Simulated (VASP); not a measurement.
VASP input:

File POSCAR:
```
Ca
4.0068960
  0.0000000000   0.7071066981   0.7071066981
  0.7071066981   0.0000000000   0.7071066981
  0.7071066981   0.7071066981   0.0000000000
Ca
1
Cartesian
  0.0000000000   0.0000000000   0.0000000000
```

### INCAR
```
! general
SYSTEM  =  Ca
PREC    =  Accurate
ENCUT   =  300
LREAL   =  .FALSE.
LASPH   =  .TRUE.

! electronic loop
EDIFF   =  1E-6
NELM    =  100
ALGO    =  Normal

! smearing
ISMEAR  =  0
SIGMA   =  0.1

! functional
GGA     =  PE

! ions
ISIF    =  2

! output
LWAVE   =  .FALSE.
LCHARG  =  .FALSE.
```

### KPOINTS
```
Automatic mesh
0
Gamma
8 8 8
```

POTCAR, in this order: Ca_sv (PBE.64 set). Program: vasp_std.

Problem. Translate this PBE calculation to Ansatz.

Solution. One equivalent input (not run):
Ansatz 0.2 input:
```yaml
crystal:
  lattice:
    - [0.0000000, 2.8333030, 2.8333030]
    - [2.8333030, 0.0000000, 2.8333030]
    - [2.8333030, 2.8333030, 0.0000000]
  atoms:
    - { symbol: Ca, position: [0.0000000, 0.0000000, 0.0000000] }
kpoints:
  mp_grid: { grid: [8, 8, 8] }
hamiltonian:
  xc: pbe
  pseudopotentials: { kind: paw }
scf:
  occupations: { method: gaussian, width: 0.1 }
  max_iter: 100
output: { forces: true, stress: true, eigenvalues: true }
```
What does not carry over: each code has its own PAW files, so the cut-off isn't converted (ENCUT is set for VASP's; basis.ecutwfc is left out, and Ansatz then takes the one that its files recommend); Ansatz stops its SCF on the density residual and VASP on the energy change (EDIFF).

The structure comes from a computed database's Ca entry; how it stands against other phases isn't given here. The cell was not relaxed at this level. The run is one of a series of settings (SIGMA = 0.1, KPOINTS 8×8×8 Γ-centred mesh against the base run), some of them coarse on purpose.
